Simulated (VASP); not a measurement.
All values below come from r2SCAN meta-GGA, VASP's PBE PAW potentials (set 64) (plane waves; VASP).

Input for VASP

### INCAR
```
ALGO = Normal
EDIFF = 1E-7
ENCUT = 480
ISIF = 2
ISMEAR = 1
LASPH = T
LCHARG = F
LMAXMIX = 4
LMIXTAU = T
LREAL = F
LWAVE = F
METAGGA = R2SCAN
NELM = 100
PREC = Accurate
SIGMA = 0.1
SYSTEM = Nb
```

### KPOINTS
```
Regular mesh
0
gamma
 14 14 14
0 0 0
```

### POSCAR
```
Nb
2.9169090
 -0.5829546165   0.5829546165   0.5659753558
  0.5829546165  -0.5829546165   0.5659753558
  0.5829546165   0.5829546165  -0.5659753558
Nb
1
Cart
  0.0000000000   0.0000000000   0.0000000000
```

POTCAR, in this order: Nb_sv (PBE.64 set). Program: vasp_std.

The run wrote:

**OSZICAR**
```
       N       E                     dE             d eps       ncg     rms          rms(c)
DAV:   1     0.919125753075E+02    0.91913E+02   -0.73123E+03  4928   0.124E+03
DAV:   2    -0.260357702936E+02   -0.11795E+03   -0.11511E+03  5388   0.439E+02
DAV:   3    -0.312739142951E+02   -0.52381E+01   -0.49670E+01  7612   0.753E+01
DAV:   4    -0.315514618753E+02   -0.27755E+00   -0.27401E+00  6894   0.156E+01
DAV:   5    -0.315651439645E+02   -0.13682E-01   -0.13666E-01  7996   0.258E+00    0.975E+00
DAV:   6    -0.240471029207E+02    0.75180E+01   -0.46709E+00  7188   0.314E+01    0.134E+00
DAV:   7    -0.250501201368E+02   -0.10030E+01   -0.30237E-01  6402   0.635E+00    0.113E+00
DAV:   8    -0.244057206946E+02    0.64440E+00   -0.65092E-01  7452   0.105E+01    0.132E+00
DAV:   9    -0.247970171716E+02   -0.39130E+00   -0.43718E-01  5506   0.672E+00    0.655E-01
DAV:  10    -0.248079183142E+02   -0.10901E-01   -0.18816E-02  6114   0.156E+00    0.152E-01
DAV:  11    -0.248036419787E+02    0.42763E-02   -0.10232E-02  4978   0.161E+00    0.122E-01
DAV:  12    -0.248058697067E+02   -0.22277E-02   -0.26817E-03  5060   0.733E-01    0.908E-02
DAV:  13    -0.248059517092E+02   -0.82002E-04   -0.28555E-04  7006   0.200E-01    0.486E-02
DAV:  14    -0.248060033458E+02   -0.51637E-04   -0.63533E-05  6286   0.932E-02    0.366E-02
DAV:  15    -0.248060431684E+02   -0.39823E-04   -0.74798E-05  6240   0.112E-01    0.269E-02
DAV:  16    -0.248060270956E+02    0.16073E-04   -0.52812E-05  7608   0.837E-02    0.582E-03
DAV:  17    -0.248060284818E+02   -0.13862E-05   -0.92754E-07  5152   0.153E-02    0.283E-03
DAV:  18    -0.248060273078E+02    0.11740E-05   -0.69867E-08  3246   0.418E-03    0.239E-03
DAV:  19    -0.248060271809E+02    0.12696E-06   -0.40983E-07  5886   0.796E-03    0.711E-04
DAV:  20    -0.248060269514E+02    0.22941E-06   -0.29748E-08  2606   0.246E-03    0.185E-04
DAV:  21    -0.248060269594E+02   -0.80017E-08   -0.76094E-09  2596   0.167E-03
   1 F= -.24806027E+02 E0= -.24805914E+02  d E =-.339460E-03
```

**OUTCAR**
```
------------------------ aborting loop because EDIFF is reached ----------------------------------------
  FORCE on cell =-STRESS in cart. coord.  units (eV):
  Direction    XX          YY          ZZ          XY          YZ          ZX
  --------------------------------------------------------------------------------------
  Total       -1.1918154     -1.1918154     -0.7952940      0.0000000      0.0000000     -0.0000000
  in kB     -100.0055111   -100.0055111    -66.7333096      0.0000000      0.0000000     -0.0000000
  external PRESSURE =     -88.9147773 kB  Pullay stress =       0.0000000 kB
  volume of cell :       19.09
      direct lattice vectors                 reciprocal lattice vectors
    -1.700425567  1.700425567  1.650898609     0.000000000  0.294044038  0.302865359
     1.700425567 -1.700425567  1.650898609     0.294044038  0.000000000  0.302865359
     1.700425567  1.700425567 -1.650898609     0.294044038  0.294044038  0.000000000
 POSITION                                       TOTAL-FORCE (eV/Angst)
 -----------------------------------------------------------------------------------
      0.00000      0.00000      0.00000        -0.000000      0.000000      0.000000
 -----------------------------------------------------------------------------------
    total drift:                                0.000000      0.000000      0.000000
  FREE ENERGIE OF THE ION-ELECTRON SYSTEM (eV)
  ---------------------------------------------------
  free  energy   TOTEN  =       -24.8060269594 eV

  energy  without entropy=      -24.8056874992  energy(sigma->0) =      -24.80591381
```
(Selected blocks of OUTCAR.)

The compound is Nb in the bcc structure. This cell was strained or had an atom moved on purpose.
